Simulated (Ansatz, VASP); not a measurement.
# Cross-check of Si2W between VASP and Ansatz

Aim: how closely do two programs agree when they are given the same cell, functional and k mesh? The structure shown is the end of the Ansatz relaxation below.

Program: Ansatz 0.2.0. Level of theory: plane waves, with VASP 6.6.1 beside it; PBEsol. Results are calculated unless marked as measured.

**1. The structure**

Symmetry: I4/mmm, No. 139, tetragonal system. Conventional cell: a = 3.107 Å, b = 3.107 Å, c = 7.917 Å, α = 90.00°, β = 90.00°, γ = 90.00°. Nearest to W lie 10 Si at 2.56 to 2.64 Å. Si has 5 W at 2.56 to 2.64 Å and 5 Si at 2.57 to 2.63 Å nearest. Farther neighbours are not listed.

**2. Ansatz: relaxation, PBEsol**

Ansatz runs on its PAW soft_1 files.

This run makes the geometry at which the two programs are then compared.

Input file input.yaml:

```yaml
crystal:
  lattice:
    - [3.10676062, 0.0, 0.0]
    - [0.0, 3.10676062, 0.0]
    - [0.0, 0.0, 7.956864114]
  atoms:
    - { symbol: W, position: [0.0, 0.0, 0.0] }
    - { symbol: W, position: [0.5, 0.5, 0.5] }
    - { symbol: Si, position: [0.0, 0.0, 0.3345475] }
    - { symbol: Si, position: [0.0, 0.0, 0.6654525] }
    - { symbol: Si, position: [0.5, 0.5, 0.8345475] }
    - { symbol: Si, position: [0.5, 0.5, 0.1654525] }
kpoints:
  mp_grid: { grid: [14, 14, 6] }
scf:
  occupations: { method: fermi_dirac, width: 0.05 }
hamiltonian:
  xc: pbesol
  pseudopotentials: { kind: paw, azcp: { folder: soft_1 }, xc_functional: pbe }
basis:
  ecutwfc: 600
output:
  forces: true
  stress: true
relax:
  f_tol: 0.005
  max_steps: 70
  cell: { stress_tol: 0.02, p_target: 0, fix: [a, b, alpha, beta, gamma] }
```

Command:

```
$ ansatz run input.yaml --threads 4 --pin off --max-ram 10240MiB --backend cpu --events-out ev --progress --plain --runs-dir out
```

Numbers of over 12 decimals in the logs are rounded to 6 here.

The log of the run:

```text
Engine: ansatz 0.2.0, aarch64-unknown-linux-gnu
Pseudopotentials: kind: paw
Pseudopotential: W, paw, valence charge 14, recommended cutoff 420 eV (normal), soft_1/W.paw.azcp
Pseudopotential: Si, paw, valence charge 4, recommended cutoff 420 eV (normal), soft_1/Si.paw.azcp
Functional definition: PBEsol
  exchange = pbesol_x
  correlation = pbesol_c
Crystal: 6 atoms, lattice volume = 76.799 Å³
Basis set: ecut = 600 eV, 2567 PW (Γ), exchange–correlation on 50×50×128 points (8 copies of the dense FFT grid, shifted against one another)
Bands: 28, of which v1, the nominal top of the filled ones, is band 22 counted from 1 (21 counted from 0)
Symmetry: 32 space group operations
Space group: I4/mmm (ITA 139), of the structure as read, at distance tolerance 4.3e-5 Å
k-points: 144 of 1176
Non-local potential: W, projectors of the file, l = 0: 3, l = 1: 2, l = 2: 2, l = 3: 1
Non-local potential: Si, projectors of the file, l = 0: 2, l = 1: 2, l = 2: 1
PAW form: soft (Blöchl's): semilocal exchange-correlation on the pseudo side does not see the compensation charge
PAW frozen core: W, regenerated for the run's functional, and the local potential with it (the file was generated under x = pbe(κ = 0.804, μ = 0.219515), c = pbe(β = 0.066725))
PAW frozen core: Si, regenerated for the run's functional, and the local potential with it (the file was generated under x = pbe(κ = 0.804, μ = 0.219515), c = pbe(β = 0.066725))
PAW one-centre angular grid: W, 590 points (default); XC on 64 Gauss nodes
PAW one-centre angular grid: Si, 110 points (default); XC on 64 Gauss nodes
Initial density: superposition of atomic densities (chi_scale 0.1, normalization cell, long waves kept (reshape's long-wave potential 0.00 eV rms))
Initial wavefunctions: pseudopotential atomic-orbital guess
Functional: x = pbesol(κ = 0.804, μ = 0.123457), c = pbesol(β = 0.046)
SCF iter   1: F=—  HF=-23004.179381 eV  |F-HF|=—  |Δ(HF+E_count)|=         —  Δρ=4.89e-2  dr2=1.69e0  ethr=3.10e-3  ⟨swp⟩=7.3  Hψ=21251  notcnv=0
preconditioner: auto → Kerker (q_TF=auto, 2.486 Å⁻¹)  [metal: Δε(μ)=0.002 eV  Ē_g=8.093 eV  σ=0.050 eV  W_gap=0.01  n_scr=18 (ndim 8)  ℏωp=22.4 eV  f_vac=0.000  D(μ)=0.98/eV (n_scr^D=2)]
SCF iter   2: F=—  HF=-23003.730487 eV  |F-HF|=—  |Δ(HF+E_count)|=   4.49e-1  Δρ=2.65e-2  dr2=4.11e-1  ethr=3.10e-3  ⟨swp⟩=2.5  Hψ=6995  notcnv=0  defer=123
SCF iter   3: F=—  HF=-23003.577487 eV  |F-HF|=—  |Δ(HF+E_count)|=   1.53e-1  Δρ=6.20e-3  dr2=2.50e-2  ethr=9.35e-4  ⟨swp⟩=3.1  Hψ=7328  notcnv=0  defer=129
SCF iter   4: F=—  HF=-23003.568026 eV  |F-HF|=—  |Δ(HF+E_count)|=   9.46e-3  Δρ=4.89e-4  dr2=8.85e-5  ethr=5.68e-5  ⟨swp⟩=2.0  Hψ=6637  notcnv=0  defer=129
SCF iter   5: F=—  HF=-23003.568000 eV  |F-HF|=—  |Δ(HF+E_count)|=   2.60e-5  Δρ=5.87e-5  dr2=1.70e-6  ethr=2.01e-7  ⟨swp⟩=2.2  Hψ=6439  notcnv=0  defer=126
SCF iter   6: F=-23003.568000 eV  HF=-23003.568000 eV  |F-HF|=4.29e-8  |Δ(HF+E_count)|=   1.26e-8  Δρ=1.02e-5  dr2=7.95e-8  ethr=2.27e-10  ⟨swp⟩=4.2  Hψ=13269  notcnv=0
SCF 1 converged in 6 iterations: F = -23003.568000 eV  dr2 = 7.95e-8
  greatest PAW one-centre occupation: 0.999 electrons in one spin orbital (limit 2), on the W atom at site 1 (counted from 0), in its partial waves of l = 0
relax step   1: F+E_penalty+E_count = -23003.56799952 eV  Δ(F+E_penalty+E_count) = +0.000e0 eV  max|allowed force component| = 1.250e-1 eV/Å  Δτ_max = 0.0000 Å  P = +10.601 GPa  Ω = 76.799 Å³  fix = [a, b, alpha, beta, gamma]  reactions: a +17.134, b +17.134 GPa  (6 SCF iters, dr2 threshold 1.00e-7 eV, accepted)
[...]
relax step   2: F+E_penalty+E_count = -23003.57241238 eV  Δ(F+E_penalty+E_count) = -4.413e-3 eV  max|allowed force component| = 4.503e-2 eV/Å  Δτ_max = 0.0051 Å  P = +12.182 GPa  Ω = 76.332 Å³  energy of the carried Pulay correction = +2.176e-5 eV  fix = [a, b, alpha, beta, gamma]  reactions: a +17.936, b +17.936 GPa  (4 SCF iters, dr2 threshold 6.00e-7 eV, accepted)
[...]
relax step   3: F+E_penalty+E_count = -23003.57277809 eV  Δ(F+E_penalty+E_count) = -3.657e-4 eV  max|allowed force component| = 4.092e-3 eV/Å  Δτ_max = 0.0019 Å  P = +11.808 GPa  Ω = 76.418 Å³  energy of the carried Pulay correction = +1.778e-5 eV  fix = [a, b, alpha, beta, gamma]  reactions: a +17.703, b +17.703 GPa  (4 SCF iters, dr2 threshold 6.00e-7 eV, accepted)
[...]
relax step   4: F+E_penalty+E_count = -23003.57276179 eV  Δ(F+E_penalty+E_count) = +1.630e-5 eV  max|allowed force component| = 4.087e-3 eV/Å  Δτ_max = 0.0000 Å  P = +11.808 GPa  Ω = 76.418 Å³  fix = [a, b, alpha, beta, gamma]  reactions: a +17.703, b +17.703 GPa  stress off target by 1.85e-2 GPa on what of the cell is left free  SCF on the basis re-selected at this cell (its energy is not comparable with the rows above)  (4 SCF iters)
basis re-selected at this cell: Δ(F+E_penalty+E_count) = +1.630e-5 eV, ΔP = +0.000 GPa vs the last step (what re-selecting the basis moved, of the pressure what is left beyond the Pulay correction that the steps carried, after the strain that the cell walked since its last selection, with what the two solves' SCF thresholds leave and, on support functions, any second-order correction that the steps lacked; it is no m [...]
SCF converged after 4 iterations
Free energy (F): -23003.572762 eV
Harris-Foulkes:  -23003.572762 eV  (|F-HF|=3.64e-12)
Internal energy: -23003.565680 eV  (E = F + TS)
E sigma→0 (E₀):  -23003.569221 eV
Entropy (-TS):   -0.007081 eV (-1.180 meV/atom)
Fermi energy:    17.776760 eV
--- Per-component energies (eV) ---
  E_band       = -123.163782
  E_kinetic    = 1037.363238
  E_local      = -1711.578644  (includes V_loc(G=0)·N_el)
  E_nonlocal   = 43.724320
  E_hartree    = 757.558359
  E_xc         = -769.599248
  E_vxc        = -672.037028  (∫ρ·V_xc dr)
  E_paw        = -18894.143124  (= ΣΔE_a)
  E_vpaw       = -335.752548  (= ΣTr[D̂ρ^β])
  E_aug_tail   = 0.000106  (compensation charges beyond the density's cutoff)
  E_ewald      = -3467.460646
  E_core_change = 0.569958  (= ΣΔE_core)
  E_smearing   = -0.007081  (= −TS)
  E_closure    = 0.000000  (closes the sum)
  Σ components = -23003.572762   (vs F -23003.572762, Δ=0.00e0)
--- Forces (eV/Å), atoms counted from 1 ---
  atom   1  W     -0.00000000    -0.00000000    -0.00000000
  atom   2  W     -0.00000000    -0.00000000    -0.00000000
  atom   3  Si     0.00000000     0.00000000    -0.00408713
  atom   4  Si    -0.00000000     0.00000000     0.00408713
  atom   5  Si     0.00000000     0.00000000    -0.00408713
  atom   6  Si    -0.00000000     0.00000000     0.00408713
  max |Σ_I F_I| component: 8.67e-19 eV/Å
--- Stress (GPa, compression-positive) ---
       17.702895      -0.000000       0.000000
       -0.000000      17.702895       0.000000
        0.000000       0.000000       0.018498
  P = ⅓ Tr σ = 11.8081 GPa (118.081 kbar)
--- Relaxed structure (3 steps of the walk, 3 accepted, 1 SCFs on fresh bases) ---
  F+E_penalty+E_count = -23003.57276179 eV   max|allowed force component| = 4.087e-3 eV/Å   (the final SCF, on the basis selected at the relaxed cell)
  cell:  # Å, volume = 76.4177 Å³
    - [3.10676062, 0, 0.0]
    - [0, 3.10676062, 0.0]
    - [0.0, 0.0, 7.917325]
  atoms:
    - { symbol: W, position: [0, 0, 0] }
    - { symbol: W, position: [0.500000, 0.500000, 0.5] }
    - { symbol: Si, position: [0, 0, 0.333673] }
    - { symbol: Si, position: [0, 0, 0.666327] }
    - { symbol: Si, position: [0.500000, 0.500000, 0.833673] }
    - { symbol: Si, position: [0.500000, 0.500000, 0.166327] }
```

Reading the cycles: dr2 is the Hartree energy of the density residual (eV), the measure of convergence; HF is the Harris–Foulkes estimate of the energy, which meets the free energy F at convergence.

**3. VASP: single point, PBEsol, pair 1**

The same cell, functional, mesh and smearing now go to VASP, with its own data sets.

Lines of VASP's logs that name or quote its potential files are left out, and so is its time.

Input file INCAR:

```
SYSTEM = Si2W
PREC = Accurate
ENCUT = 600
EDIFF = 1E-06
NELM = 120
ISMEAR = -1
SIGMA = 0.05
LREAL = .FALSE.
ALGO = Normal
GGA = PS
NBANDS = 20
LASPH = .TRUE.
LORBIT = 11
LWAVE = .FALSE.
LCHARG = .FALSE.
ISIF = 2
GGA_COMPAT = .FALSE.
KPAR = 2
```

Input file POSCAR:

```
Si2W
1.0
    3.1067606200      0.0000000000      0.0000000000
    0.0000000000      3.1067606200      0.0000000000
    0.0000000000      0.0000000000      7.9173251174
W Si
2 4
Direct
    0.0000000000      0.0000000000      0.0000000000
    0.5000000000      0.5000000000      0.5000000000
    0.0000000000      0.0000000000      0.3336730351
    0.0000000000      0.0000000000      0.6663269649
    0.5000000000      0.5000000000      0.8336730351
    0.5000000000      0.5000000000      0.1663269649
```

Input file KPOINTS:

```
Automatic mesh
0
Gamma
14 14 6
0 0 0
```

PAW data sets: W and Si (PBE family, release 64).

Command:

```
$ mpirun -np 2 vasp_std
```

The log of the run:

```text
[banner, memory and clock lines left out]
running    2 mpi-ranks, on    1 nodes
 distrk:  each k-point on    1 cores,    2 groups
 distr:  one band on    1 cores,    1 groups

 POSCAR found type information on POSCAR W Si
 POSCAR found :  2 types and       6 ions
|                                                                             |
|               ----> ADVICE to this user running VASP <----                  |
|                                                                             |
|     You enforced a specific xc type in the INCAR file but a different       |
|     [... a line on the potential file left out ...]
|     I HOPE YOU KNOW WHAT YOU ARE DOING!                                     |
|                                                                             |

 LDA part: xc-table for (Slater+PW92), standard interpolation
 POSCAR, INCAR and KPOINTS ok, starting setup
 FFT: planning ... GRIDC
 FFT: planning ... GRID_SOFT
 FFT: planning ... GRID
 WAVECAR not read
 entering main loop
       N       E                     dE             d eps       ncg     rms          rms(c)
DAV:   1     0.924200957312E+02    0.92420E+02   -0.13357E+04  5776   0.139E+03
DAV:   2    -0.452429282082E+02   -0.13766E+03   -0.13121E+03  6932   0.279E+02
DAV:   3    -0.546759276487E+02   -0.94330E+01   -0.90941E+01  8224   0.555E+01
DAV:   4    -0.548613303711E+02   -0.18540E+00   -0.18415E+00  7904   0.779E+00
DAV:   5    -0.548635840126E+02   -0.22536E-02   -0.22480E-02  7940   0.889E-01    0.408E+01
DAV:   6    -0.535004328536E+02    0.13632E+01   -0.51107E+00  8648   0.111E+01    0.180E+01
DAV:   7    -0.532305272867E+02    0.26991E+00   -0.59434E-01  7020   0.425E+00    0.674E+00
DAV:   8    -0.531980834144E+02    0.32444E-01   -0.82766E-02  8156   0.180E+00    0.634E-01
DAV:   9    -0.531968778504E+02    0.12056E-02   -0.44138E-03  7296   0.384E-01    0.417E-01
DAV:  10    -0.531967731766E+02    0.10467E-03   -0.14942E-03  7764   0.219E-01    0.907E-02
DAV:  11    -0.531967138274E+02    0.59349E-04   -0.28374E-04  7748   0.943E-02    0.334E-02
DAV:  12    -0.531967151013E+02   -0.12739E-05   -0.10049E-05  7644   0.196E-02    0.308E-02
DAV:  13    -0.531967135488E+02    0.15525E-05   -0.41585E-06  6608   0.113E-02    0.490E-03
DAV:  14    -0.531967134523E+02    0.96498E-07   -0.42120E-07  4264   0.404E-03
   1 F= -.53196713E+02 E0= -.53193227E+02  d E =-.697241E-02
```

From OUTCAR (step 3):

```text
ion  position               nearest neighbor table
   1  0.000  0.000  0.000-   5 2.56   6 2.56   5 2.56   6 2.56   5 2.56   6 2.56   5 2.56   6 2.56
                             3 2.64   4 2.64
   2  0.500  0.500  0.500-   3 2.56   4 2.56   3 2.56   4 2.56   3 2.56   4 2.56   3 2.56   4 2.56
                             5 2.64   6 2.64
   3  0.000  0.000  0.334-   2 2.56   2 2.56   2 2.56   2 2.56   6 2.57   6 2.57   6 2.57   6 2.57
                             4 2.63   1 2.64
   4  0.000  0.000  0.666-   2 2.56   2 2.56   2 2.56   2 2.56   5 2.57   5 2.57   5 2.57   5 2.57
                             3 2.63   1 2.64
   5  0.500  0.500  0.834-   1 2.56   1 2.56   1 2.56   1 2.56   4 2.57   4 2.57   4 2.57   4 2.57
                             6 2.63   2 2.64
   6  0.500  0.500  0.166-   1 2.56   1 2.56   1 2.56   1 2.56   3 2.57   3 2.57   3 2.57   3 2.57
                             5 2.63   2 2.64

  LATTYP: Found a simple tetragonal cell.
 ALAT       =     3.1067606200
 C/A-ratio  =     2.5484181390

 Subroutine GETGRP returns: Found 16 space group operations
 (whereof 16 operations were pure point group operations)

The static configuration has the point symmetry D_4h.

 Found    144 irreducible k-points:

   k-points           NKPTS =    144   k-points in BZ     NKDIM =    144   number of bands    NBANDS=     20

   dimension x,y,z NGX =    28 NGY =   28 NGZ =   64
   dimension x,y,z NGXF=    56 NGYF=   56 NGZF=  128

   ENCUT  =  600.0 eV  44.10 Ry    6.64 a.u.   6.20  6.20 15.81*2*pi/ulx,y,z

   NELECT =      28.0000    total number of electrons

 k-points in reciprocal lattice and weights: Automatic mesh
   0.00000000  0.00000000  0.00000000       0.001
   0.07142857  0.00000000  0.00000000       0.003
   0.14285714  0.00000000  0.00000000       0.003
   0.21428571  0.00000000  0.00000000       0.003
   0.28571429  0.00000000  0.00000000       0.003
   0.35714286  0.00000000  0.00000000       0.003
   0.42857143  0.00000000  0.00000000       0.003
   0.50000000  0.00000000  0.00000000       0.002
   0.07142857  0.07142857  0.00000000       0.003
[...]
0.50000000  0.42857143  0.50000000       0.003
   0.50000000  0.50000000  0.50000000       0.001

 average (electrostatic) potential at core
       1 -33.6975       2 -33.6975       3 -78.2902       4 -78.2902       5 -78.2902
       6 -78.2902

 E-fermi :  11.3236

 k-point     1 :       0.0000    0.0000    0.0000
  band No.  band energies     occupation
    ...
     10       8.4526      2.00000
     11      10.6424      2.00000
     12      10.6424      2.00000
     13      10.6997      1.99999
     14      10.6997      1.99999
     15      12.1803      0.00000
     16      12.3380      0.00000
     17      13.9618      0.00000
     18      14.6188      0.00000
     19      14.9172      0.00000
    ...

 k-point     2 :       0.0714    0.0000    0.0000
  band No.  band energies     occupation
    ...
     10       8.4802      2.00000
     11      10.4399      2.00000
     12      10.5220      2.00000
     13      10.6753      2.00000
     14      10.7152      1.99999
     15      11.7650      0.00029
     16      12.4606      0.00000
     17      14.2703      0.00000
     18      14.4387      0.00000
     19      14.5482      0.00000
    ...

 k-point     3 :       0.1429    0.0000    0.0000
  band No.  band energies     occupation
    ...
     11       9.9529      2.00000
     12      10.1044      2.00000
     13      10.7671      1.99997
     14      10.8857      1.99969
     15      10.9778      1.99802
     16      12.7626      0.00000
     17      13.8122      0.00000
     18      14.1190      0.00000
     19      15.0329      0.00000
     20      15.6127      0.00000

  Total        8.4778351      8.4778351     -0.0457425      0.0000000      0.0000000      0.0000000
  in kB      177.7466743    177.7466743     -0.9590394      0.0000000      0.0000000      0.0000000
  external PRESSURE =     118.1781030 kB  Pullay stress =       0.0000000 kB

  energy-cutoff  :      600.00
  volume of cell :       76.42
      direct lattice vectors                 reciprocal lattice vectors
     3.106760620  0.000000000  0.000000000     0.321878678  0.000000000  0.000000000
     0.000000000  3.106760620  0.000000000     0.000000000  0.321878678  0.000000000
     0.000000000  0.000000000  7.917325117     0.000000000  0.000000000  0.126305284

 POSITION                                       TOTAL-FORCE (eV/Angst)
 -----------------------------------------------------------------------------------
      0.00000      0.00000      0.00000        -0.000000      0.000000      0.000000
      1.55338      1.55338      3.95866        -0.000000      0.000000      0.000000
      0.00000      0.00000      2.64180         0.000000     -0.000000     -0.005380
      0.00000      0.00000      5.27553         0.000000     -0.000000      0.005380
      1.55338      1.55338      6.60046         0.000000     -0.000000     -0.005380
      1.55338      1.55338      1.31686        -0.000000     -0.000000      0.005380
 -----------------------------------------------------------------------------------
    total drift:                               -0.000000      0.000000     -0.000000

  FREE ENERGIE OF THE ION-ELECTRON SYSTEM (eV)
  ---------------------------------------------------
  free  energy   TOTEN  =       -53.1967134523 eV

  energy  without entropy=      -53.1897410394  energy(sigma->0) =      -53.19322725

 total charge
# of ion       s       p       d       tot
------------------------------------------
    1        0.581   0.729   4.651   5.960
    2        0.581   0.729   4.651   5.960
    3        0.739   0.926   0.000   1.665
    4        0.739   0.926   0.000   1.665
    5        0.739   0.926   0.000   1.665
    6        0.739   0.926   0.000   1.665
--------------------------------------------------
tot          4.117   5.161   9.301  18.580

[... 3 further parts left out ...]
```

The data set W keeps the semicore shell frozen, which is cheaper and a little less accurate.

**4. Side by side**

Known differences besides the potentials themselves: the data sets hold 44 valence electrons in Ansatz (on its PAW soft_1 files) and 28 in VASP; Ansatz makes its cores anew for this functional, VASP keeps those of its PBE data sets; Ansatz's pressure holds a Pulay correction, VASP's none. Total energies have different zeros and are not compared.

Both answers:

| quantity | Ansatz | VASP | difference |
| --- | --- | --- | --- |
| pressure (GPa) | 11.81 | 11.82 | -0.01 |

**5. Ansatz: relaxation, PBEsol**

This run makes the geometry at which the two programs are then compared. The cell compared in this pair holds 78.88 Å³, against 76.42 Å³ for the pair before.

The structure compared here is the end of the Ansatz relaxation.

Changes to input.yaml since step 2:

```diff
@@ -2,5 +2,5 @@
   lattice:
-    - [3.10676062, 0.0, 0.0]
-    - [0.0, 3.10676062, 0.0]
-    - [0.0, 0.0, 7.956864114]
+    - [3.17081754, 0.0, 0.0]
+    - [0.0, 3.17081754, 0.0]
+    - [0.0, 0.0, 7.863070038]
   atoms:
@@ -24,2 +24,6 @@
   stress: true
+  write_density: true
+  write_potential: true
+  elf: true
+  volumetric_format: npy
 relax:
```

Command:

```
$ ansatz run input.yaml --threads 4 --pin off --max-ram 10240MiB --backend cpu --events-out ev --progress --plain --runs-dir out
```

The log of the run:

```text
[...]
Crystal: 6 atoms, lattice volume = 79.056 Å³
Basis set: ecut = 600 eV, 2631 PW (Γ), exchange–correlation on 54×54×128 points (8 copies of the dense FFT grid, shifted against one another)
Bands: 28, of which v1, the nominal top of the filled ones, is band 22 counted from 1 (21 counted from 0)
Symmetry: 32 space group operations
[...]
k-points: 144 of 1176
[...]
cell:  # Å, volume = 78.8802 Å³
    - [3.17081754, 0, 0.0]
    - [0, 3.17081754, 0.0]
    - [0.0, 0.0, 7.845585]
  atoms:
    - { symbol: W, position: [0, 0, 0] }
    - { symbol: W, position: [0.500000, 0.500000, 0.5] }
    - { symbol: Si, position: [0, 0, 0.334343] }
    - { symbol: Si, position: [0, 0, 0.665657] }
    - { symbol: Si, position: [0.500000, 0.500000, 0.834343] }
    - { symbol: Si, position: [0.500000, 0.500000, 0.165657] }
[key lines of the parts left out:]
SCF converged after 4 iterations
Free energy (F): -23003.800118 eV
Fermi energy:    17.085096 eV
P = ⅓ Tr σ = 3.7074 GPa (37.074 kbar)
```

(Continued in part 2 of 2.)

[Lines on the potential files, build, host, timing and source positions are cut from VASP's logs without a mark.]

[Logs are printed without paths, hosts, clocks, repeated set-up lines and the standing remarks that a program may print on its own settings, such as how far it seeks lower states.]

[Hosts, paths, dates, database ids (printed as entryN), source tags and the programs' standing remarks are cut or masked in the printed files.]
